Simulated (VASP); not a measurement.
# InSb: band structure with PBE

**What was measured.**

From “Electronic Structure and Epitaxy of CdTe Shells on InSb Nanowires”, 2021, arxiv:2111.05126, for a bulk crystal of InSb: band gap 0.24 eV.

The system is InSb.

```
In Sb
1.0
     0.00000    3.31764    3.31764
     3.31764    0.00000    3.31764
     3.31764    3.31764    0.00000
In Sb
1 1
Direct
  0.00000 0.00000 0.00000
  0.25000 0.25000 0.25000
```

```json
{
  "Program": "VASP 6.6.1",
  "Task": "band structure",
  "Functional": "PBE",
  "Potentials or basis": "VASP PAW PBE potentials, release 64 (In_d, Sb)",
  "Cutoff": "520 eV",
  "k mesh": "10 × 10 × 10",
  "Occupations": "gaussian, width 0.03 eV",
  "Spin": "no spin polarisation",
  "Further INCAR settings": "ALGO = Normal; EDIFF = 1e-06; NBANDS = 16"
}
```

The pressure is 0.0 GPa and the band gap along the path is none (metal or under the smearing width).

Levels at the corners of the path, in eV from the Fermi level:
| point | band 5 | band 6 | band 7 | band 8 | band 9 | band 10 | band 11 | band 12 | band 13 | band 14 |
| --- | --- | --- | --- | --- | --- | --- | --- | --- | --- | --- |
| Γ | -14.41 | -10.30 | -0.60 | -0.01 | -0.01 | -0.01 | 2.96 | 2.96 | 2.96 | 5.65 |
| X | -14.40 | -8.58 | -5.63 | -2.04 | -2.04 | 1.35 | 1.46 | 7.72 | 7.72 | 8.34 |
| X | -14.40 | -8.58 | -5.63 | -2.04 | -2.04 | 1.35 | 1.46 | 7.72 | 7.72 | 8.34 |
| W | -14.41 | -8.55 | -5.54 | -2.58 | -2.45 | 3.24 | 3.96 | 4.07 | 4.92 | 8.59 |
| W | -14.41 | -8.55 | -5.54 | -2.58 | -2.45 | 3.24 | 3.96 | 4.07 | 4.92 | 8.59 |
| K | -14.41 | -8.61 | -5.51 | -2.81 | -1.73 | 1.64 | 3.58 | 6.00 | 6.19 | 6.80 |
| K | -14.41 | -8.61 | -5.51 | -2.81 | -1.73 | 1.64 | 3.58 | 6.00 | 6.19 | 6.80 |
| Γ | -14.41 | -10.30 | -0.60 | -0.01 | -0.01 | -0.01 | 2.96 | 2.96 | 2.96 | 5.65 |
| Γ | -14.41 | -10.30 | -0.60 | -0.01 | -0.01 | -0.01 | 2.96 | 2.96 | 2.96 | 5.65 |
| L | -14.41 | -9.10 | -5.31 | -0.91 | -0.91 | 0.41 | 3.79 | 3.79 | 6.11 | 7.87 |
| L | -14.41 | -9.10 | -5.31 | -0.91 | -0.91 | 0.41 | 3.79 | 3.79 | 6.11 | 7.87 |
| U | -14.41 | -8.61 | -5.51 | -2.81 | -1.73 | 1.64 | 3.58 | 6.00 | 6.19 | 6.80 |
| U | -14.41 | -8.61 | -5.51 | -2.81 | -1.73 | 1.64 | 3.58 | 6.00 | 6.19 | 6.80 |
| W | -14.41 | -8.55 | -5.54 | -2.58 | -2.45 | 3.24 | 3.96 | 4.07 | 4.92 | 8.59 |
| W | -14.41 | -8.55 | -5.54 | -2.58 | -2.45 | 3.24 | 3.96 | 4.07 | 4.92 | 8.59 |
| L | -14.41 | -9.10 | -5.31 | -0.91 | -0.91 | 0.41 | 3.79 | 3.79 | 6.11 | 7.87 |
| L | -14.41 | -9.10 | -5.31 | -0.91 | -0.91 | 0.41 | 3.79 | 3.79 | 6.11 | 7.87 |
| K | -14.41 | -8.61 | -5.51 | -2.81 | -1.73 | 1.64 | 3.58 | 6.00 | 6.19 | 6.80 |
| U | -14.41 | -8.61 | -5.51 | -2.81 | -1.73 | 1.64 | 3.58 | 6.00 | 6.19 | 6.80 |
| X | -14.40 | -8.58 | -5.63 | -2.04 | -2.04 | 1.35 | 1.46 | 7.72 | 7.72 | 8.34 |

Core levels (eV, on the scale of the bands):
| atom | levels |
| --- | --- |
| 1 In | 1s -27739.3, 2s -4145.8, 2p -3719.8, 3s -779.7, 3p -640.3, 3d -423.9, 4s -111.0, 4p -69.5 |
| 2 Sb | 1s -30288.5, 2s -4600.4, 2p -4128.6, 3s -894.2, 3p -740.4, 3d -506.0, 4s -139.2, 4p -92.2, 4d -24.0 |

It took 61 s on 1 thread of Intel(R) Xeon(R) 6975P-C (Granite Rapids), on a shared host, peak memory 0.25 GiB.

Measured gap of InSb: 0.24 eV (quoted in “Electronic Structure and Epitaxy of CdTe Shells on InSb Nanowires”, 2021, arxiv:2111.05126). This calculation gives 0.00 eV (-0.24 eV). Spin-orbit coupling on In, Sb is left out. The value is that of PBE, without temperature or zero-point motion. Semilocal functionals fall short of measured gaps as a rule.

Caveat: spin-orbit coupling is left out, which moves the levels of the heavy elements; this crystal is a semiconductor, whose small gap the functional closes, so the metal is an error of the method.
